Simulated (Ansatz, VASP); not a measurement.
# ZnS (Wurtzite-2H) in two plane-wave programs, part 2 of 3

Wanted: the spread between two codes on one cell, functional and k mesh. The cell is taken from a series of runs on this material, whose earlier steps may have relaxed, scaled, displaced or heated it; both programs get it as it stands.

VASP 6.6.1 and Ansatz 0.2.0.

So far: The structure; Ansatz: zone-centre phonons, LDA.

## Step 3: VASP: zone-centre phonons, LDA

Level of this step: LDA; plane waves and PAW (S, Zn) (VASP).

The same cell, functional (in two slightly different forms) and mesh now go to VASP, with its own data sets.

Lines of VASP's logs that name or quote its potential files are left out, and so is its time.

The input, INCAR:

```
SYSTEM = ZnS
PREC = Accurate
ENCUT = 500
EDIFF = 1E-08
NELM = 120
ISMEAR = 0
SIGMA = 0.01
LREAL = .FALSE.
ALGO = Normal
GGA = CA
NBANDS = 24
LORBIT = 11
LWAVE = .FALSE.
LCHARG = .FALSE.
ISIF = 2
IBRION = 8
LEPSILON = .TRUE.
LASPH = .TRUE.
GGA_COMPAT = .FALSE.
EFERMI = MIDGAP
KPAR = 2
```

The input, POSCAR:

```
ZnS
1.0
    3.8876842256      0.0000000000      0.0000000000
   -1.9438421128      3.3668333013      0.0000000000
    0.0000000000      0.0000000000      5.9971478594
S Zn
2 2
Direct
    0.3333333333      0.6666666667      0.3851496502
    0.6666666667      0.3333333333      0.8851496502
    0.3333333333      0.6666666667      0.9998503498
    0.6666666667      0.3333333333      0.4998503498
```

The input, KPOINTS:

```
Automatic mesh
0
Gamma
12 12 8
0 0 0
```

PAW data sets: S and Zn (LDA family, release 64).

Command:

```
$ mpirun -np 2 vasp_std
```

Output:

```text
[banner, memory and clock lines left out]
running    2 mpi-ranks, on    1 nodes
 distrk:  each k-point on    1 cores,    2 groups
 distr:  one band on    1 cores,    1 groups

 POSCAR found type information on POSCAR S Zn
 POSCAR found :  2 types and       4 ions
 LDA part: xc-table for (Slater(with rela. corr.)+CA(PZ))
 , standard interpolation
 POSCAR, INCAR and KPOINTS ok, starting setup
 FFT: planning ... GRIDC
 FFT: planning ... GRID_SOFT
 FFT: planning ... GRID
 WAVECAR not read
 entering main loop
       N       E                     dE             d eps       ncg     rms          rms(c)
DAV:   1     0.228580041259E+03    0.22858E+03   -0.17002E+04  4560   0.176E+03
DAV:   2     0.379108586158E+01   -0.22479E+03   -0.21711E+03  4880   0.356E+02
DAV:   3    -0.167296714998E+02   -0.20521E+02   -0.20412E+02  5632   0.110E+02
DAV:   4    -0.171492722699E+02   -0.41960E+00   -0.41931E+00  5400   0.163E+01
DAV:   5    -0.171571313640E+02   -0.78591E-02   -0.78585E-02  5808   0.211E+00    0.983E+00
DAV:   6    -0.163162642706E+02    0.84087E+00   -0.18750E+00  6832   0.407E+01    0.749E+00
DAV:   7    -0.163108252643E+02    0.54390E-02   -0.14578E+00  5136   0.725E+00    0.316E+00
DAV:   8    -0.162922055259E+02    0.18620E-01   -0.65370E-02  6184   0.266E+00    0.912E-01
DAV:   9    -0.162913121381E+02    0.89339E-03   -0.12569E-02  6544   0.180E+00    0.255E-01
DAV:  10    -0.162913747838E+02   -0.62646E-04   -0.64738E-04  5768   0.272E-01    0.145E-01
DAV:  11    -0.162913992553E+02   -0.24472E-04   -0.77374E-05  5776   0.126E-01    0.829E-02
DAV:  12    -0.162913954261E+02    0.38292E-05   -0.28199E-05  5600   0.107E-01    0.807E-03
DAV:  13    -0.162913956826E+02   -0.25656E-06   -0.18845E-06  5792   0.987E-03    0.436E-03
DAV:  14    -0.162913957854E+02   -0.10277E-06   -0.79235E-08  5984   0.413E-03    0.349E-03
DAV:  15    -0.162913957826E+02    0.28017E-08   -0.51219E-08  5776   0.415E-03
   1 F= -.16291396E+02 E0= -.16291396E+02  d E =0.000000E+00
 Linear response reoptimize wavefunctions to high precision
DAV:   1    -0.162913957843E+02   -0.17289E-08   -0.18150E-08  6424   0.164E-03
DAV:   2    -0.162913957847E+02   -0.41564E-09   -0.40497E-09  3376   0.467E-04
DAV:   3    -0.162913957847E+02    0.18190E-11   -0.22195E-10  2864   0.102E-04
 Linear response G [H, r] |phi>, progress :
  Direction:   1
       N       E                     dE             d eps       ncg     rms
RMM:   1    -0.809621895185E+02   -0.80962E+02    0.45775E+02  8595   0.918E+01
RMM:   2    -0.904486105326E+02   -0.94864E+01   -0.28579E+01  7507   0.341E+01
RMM:   3    -0.910142932721E+02   -0.56568E+00   -0.19986E+00  8138   0.898E+00
RMM:   4    -0.910346359146E+02   -0.20343E-01   -0.10575E-01  8281   0.187E+00
RMM:   5    -0.910355786172E+02   -0.94270E-03   -0.14420E-02  8352   0.485E-01
RMM:   6    -0.910356108307E+02   -0.32214E-04   -0.35170E-03  8445   0.146E-01
RMM:   7    -0.910355703625E+02    0.40468E-04   -0.14037E-03  8583   0.508E-02
RMM:   8    -0.910355256333E+02    0.44729E-04   -0.69838E-04  8687   0.193E-02
RMM:   9    -0.910354960228E+02    0.29611E-04   -0.51903E-05  8702   0.850E-03
RMM:  10    -0.910354720861E+02    0.23937E-04   -0.30872E-04  7325   0.450E-03
RMM:  11    -0.910354689534E+02    0.31326E-05    0.31068E-04  6271   0.297E-03
RMM:  12    -0.910354716179E+02   -0.26645E-05   -0.47946E-04  5677   0.241E-03
RMM:  13    -0.910354736592E+02   -0.20413E-05    0.30568E-04  5504   0.214E-03
RMM:  14    -0.910354677345E+02    0.59247E-05   -0.48178E-04  5392   0.207E-03
RMM:  15    -0.910354693565E+02   -0.16220E-05    0.37062E-04  5299   0.199E-03
RMM:  16    -0.910354683071E+02    0.10494E-05   -0.46616E-04  5180   0.202E-03
 Linear response G [H, r] |phi>, progress :
  Direction:   2
       N       E                     dE             d eps       ncg     rms
RMM:   1    -0.957101793970E+02   -0.95710E+02    0.27834E+02  8783   0.888E+01
RMM:   2    -0.101494943499E+03   -0.57848E+01   -0.22519E+01  7442   0.325E+01
RMM:   3    -0.102044686067E+03   -0.54974E+00   -0.15615E+00  8137   0.814E+00
RMM:   4    -0.102065850674E+03   -0.21165E-01   -0.91694E-02  8200   0.175E+00
RMM:   5    -0.102066890764E+03   -0.10401E-02   -0.25222E-02  8333   0.484E-01
RMM:   6    -0.102066476679E+03    0.41409E-03   -0.10259E-02  8399   0.151E-01
RMM:   7    -0.102066502061E+03   -0.25382E-04   -0.91100E-03  8567   0.539E-02
RMM:   8    -0.102065832002E+03    0.67006E-03   -0.20643E-03  8643   0.215E-02
RMM:   9    -0.102065748859E+03    0.83143E-04   -0.12046E-03  8642   0.943E-03
RMM:  10    -0.102065685476E+03    0.63383E-04   -0.48313E-04  7294   0.507E-03
RMM:  11    -0.102065674730E+03    0.10746E-04   -0.38349E-04  6347   0.318E-03
RMM:  12    -0.102065651752E+03    0.22978E-04   -0.11949E-04  5753   0.250E-03
RMM:  13    -0.102065656647E+03   -0.48942E-05   -0.16047E-04  5500   0.220E-03
RMM:  14    -0.102065643937E+03    0.12710E-04   -0.48921E-05  5370   0.212E-03
[...]
RMM:   9    -0.117745856538E+01    0.14993E-04    0.19457E-06 28187   0.411E-03    0.163E-03
RMM:  10    -0.117746269266E+01   -0.41273E-05    0.55191E-07 27992   0.186E-03    0.255E-04
RMM:  11    -0.117746812109E+01   -0.54284E-05   -0.37944E-07 25091   0.723E-04    0.177E-04
RMM:  12    -0.117746643153E+01    0.16896E-05    0.51519E-07 22345   0.327E-04    0.187E-05
[...]
RMM:  11    -0.114446398370E+01   -0.52529E-05    0.32037E-07  8002   0.401E-04    0.147E-04
RMM:  12    -0.114446307884E+01    0.90486E-06   -0.50662E-07  7681   0.274E-04    0.326E-05
RMM:  13    -0.114446307140E+01    0.74367E-08    0.23381E-07  5190   0.121E-04    0.123E-05
RMM:  14    -0.114446313424E+01   -0.62838E-07   -0.14477E-08  3485   0.778E-05    0.375E-06
 change of polarisation eV/A/(eV/A) component  3 :    -0.222    -0.223     2.175
 dielectric tensor                  component  3 :    -0.513    -0.515     6.014
 Linear response DOF=           4
 Linear response progress:
  Degree of freedom:   1/  4
       N       E                     dE             d eps       ncg     rms          rms(c)
RMM:   1    -0.107915250257E+00   -0.10792E+00    0.42353E-02 70441   0.194E+00
RMM:   2    -0.104514051782E+00    0.34012E-02   -0.65068E-03 42821   0.633E-01    0.164E-01
RMM:   3    -0.104868678196E+00   -0.35463E-03   -0.52554E-04 48646   0.152E-01    0.771E-02
RMM:   4    -0.105176418167E+00   -0.30774E-03   -0.79829E-05 47937   0.510E-02    0.194E-02
RMM:   5    -0.105223158653E+00   -0.46740E-04   -0.77129E-06 50246   0.137E-02    0.935E-03
RMM:   6    -0.105199508355E+00    0.23650E-04   -0.11346E-06 50276   0.460E-03    0.346E-03
RMM:   7    -0.105207267232E+00   -0.77589E-05   -0.73891E-08 48628   0.163E-03    0.806E-04
RMM:   8    -0.105206376016E+00    0.89122E-06   -0.86060E-08 51264   0.535E-04    0.634E-05
RMM:   9    -0.105205515524E+00    0.86049E-06   -0.12179E-07 49709   0.198E-04    0.442E-05
RMM:  10    -0.105205640816E+00   -0.12529E-06   -0.24339E-08 51312   0.826E-05    0.101E-05
RMM:  11    -0.105205740027E+00   -0.99211E-07   -0.54694E-08 49468   0.446E-05    0.236E-06
RMM:  12    -0.105205734289E+00    0.57373E-08   -0.25098E-08 48534   0.282E-05    0.698E-07
 first order change of Fermi-energy  -0.18435E-04
 force on displaced ion       1 direction 1 :  -5.990   0.000   0.000
 Born effective charge ion    1 direction 1 :  -1.974   0.000  -0.000
 Linear response progress:
  Degree of freedom:   2/  4
       N       E                     dE             d eps       ncg     rms          rms(c)
RMM:   1    -0.124174964791E+00   -0.12417E+00    0.57967E-02 16340   0.195E+00
RMM:   2    -0.120527074974E+00    0.36479E-02   -0.63977E-03  9550   0.698E-01    0.184E-01
RMM:   3    -0.120760751702E+00   -0.23368E-03   -0.70378E-04 11025   0.175E-01    0.893E-02
RMM:   4    -0.120961519789E+00   -0.20077E-03   -0.58767E-05  9993   0.581E-02    0.288E-02
RMM:   5    -0.120994826818E+00   -0.33307E-04   -0.10531E-05 10936   0.213E-02    0.848E-03
RMM:   6    -0.120983017573E+00    0.11809E-04    0.23108E-06 11307   0.562E-03    0.439E-03
RMM:   7    -0.120985782152E+00   -0.27646E-05    0.20523E-06 11368   0.150E-03    0.171E-03
RMM:   8    -0.120987612719E+00   -0.18306E-05    0.20815E-06 10134   0.117E-03    0.176E-04
RMM:   9    -0.120987677860E+00   -0.65141E-07    0.21915E-06 11530   0.310E-04    0.977E-05
RMM:  10    -0.120987547456E+00    0.13040E-06    0.19781E-06 11542   0.113E-04    0.179E-05
RMM:  11    -0.120987616913E+00   -0.69457E-07    0.20745E-06 10517   0.558E-05    0.144E-05
RMM:  12    -0.120987575404E+00    0.41509E-07    0.21125E-06 11406   0.315E-05    0.283E-06
RMM:  13    -0.120987584375E+00   -0.89707E-08    0.21488E-06 10545   0.217E-05    0.156E-06
RMM:  14    -0.120987588674E+00   -0.42989E-08    0.21869E-06  8676   0.186E-05    0.566E-07
RMM:  15    -0.120987590927E+00   -0.22533E-08    0.21674E-06  6808   0.175E-05    0.152E-07
RMM:  16    -0.120987589455E+00    0.14727E-08    0.21837E-06  6095   0.172E-05    0.713E-08
 first order change of Fermi-energy   0.19481E+00
 force on displaced ion       1 direction 3 :   0.000  -0.000  -9.409
 Born effective charge ion    1 direction 3 :   0.000   0.000  -1.979
 Linear response progress:
  Degree of freedom:   3/  4
       N       E                     dE             d eps       ncg     rms          rms(c)
RMM:   1    -0.213772021794E+00   -0.21377E+00   -0.10568E-02 41362   0.186E+00
RMM:   2    -0.211284944524E+00    0.24871E-02   -0.37934E-03 43338   0.420E-01    0.121E-01
RMM:   3    -0.211057387218E+00    0.22756E-03   -0.11684E-04 50072   0.674E-02    0.706E-02
RMM:   4    -0.210749732366E+00    0.30765E-03   -0.15050E-05 49145   0.236E-02    0.393E-03
RMM:   5    -0.210741691891E+00    0.80405E-05   -0.34146E-06 51265   0.499E-03    0.155E-03
RMM:   6    -0.210744305419E+00   -0.26135E-05   -0.31116E-07 51292   0.203E-03    0.378E-04
RMM:   7    -0.210744493896E+00   -0.18848E-06   -0.54247E-07 51748   0.606E-04    0.200E-04
RMM:   8    -0.210744654453E+00   -0.16056E-06   -0.32951E-07 51275   0.297E-04    0.298E-05
RMM:   9    -0.210744469254E+00    0.18520E-06   -0.20273E-07 51882   0.978E-05    0.163E-05
RMM:  10    -0.210744343951E+00    0.12530E-06   -0.55015E-08 51306   0.525E-05    0.337E-06
RMM:  11    -0.210744341715E+00    0.22355E-08   -0.40541E-08 50819   0.262E-05    0.128E-06
 first order change of Fermi-energy   0.34737E-05
 force on displaced ion       3 direction 1 :  -5.330   0.000  -0.000
 Born effective charge ion    3 direction 1 :   1.974  -0.000   0.000
 Linear response progress:
  Degree of freedom:   4/  4
       N       E                     dE             d eps       ncg     rms          rms(c)
RMM:   1    -0.219235343459E+00   -0.21924E+00   -0.51224E-03  9344   0.190E+00
RMM:   2    -0.216407099573E+00    0.28282E-02   -0.38655E-03  9866   0.437E-01    0.145E-01
RMM:   3    -0.216089295258E+00    0.31780E-03   -0.14908E-04 11239   0.794E-02    0.780E-02
RMM:   4    -0.215763438840E+00    0.32586E-03   -0.61195E-05 11139   0.399E-02    0.183E-02
RMM:   5    -0.215696215585E+00    0.67223E-04   -0.97161E-06 11507   0.155E-02    0.594E-03
RMM:   6    -0.215704608123E+00   -0.83925E-05    0.87159E-07 11596   0.381E-03    0.298E-03
RMM:   7    -0.215709016117E+00   -0.44080E-05    0.34511E-07 10662   0.174E-03    0.513E-04
RMM:   8    -0.215709789537E+00   -0.77342E-06    0.42042E-08 11075   0.650E-04    0.164E-04
RMM:   9    -0.215709438287E+00    0.35125E-06   -0.38548E-08 11654   0.235E-04    0.405E-05
RMM:  10    -0.215709311258E+00    0.12703E-06   -0.78383E-08 11677   0.110E-04    0.168E-05
RMM:  11    -0.215709306912E+00    0.43460E-08    0.16495E-08 11718   0.444E-05    0.708E-06
 first order change of Fermi-energy  -0.19490E+00
 force on displaced ion       3 direction 3 :   0.000  -0.000  -7.615
 Born effective charge ion    3 direction 3 :   0.000  -0.000   1.979
 Born effective charges drift removed
 Linear response finished
```

[end of part 2 of 3]

[Lines on the potential files, build, host, timing and source positions are cut from VASP's logs without a mark.]

[Logs are printed without paths, hosts, clocks, repeated set-up lines and the standing remarks that a program may print on its own settings, such as how far it seeks lower states.]

[Hosts, paths, dates, database ids (printed as entryN), source tags and the programs' standing remarks are cut or masked in the printed files.]
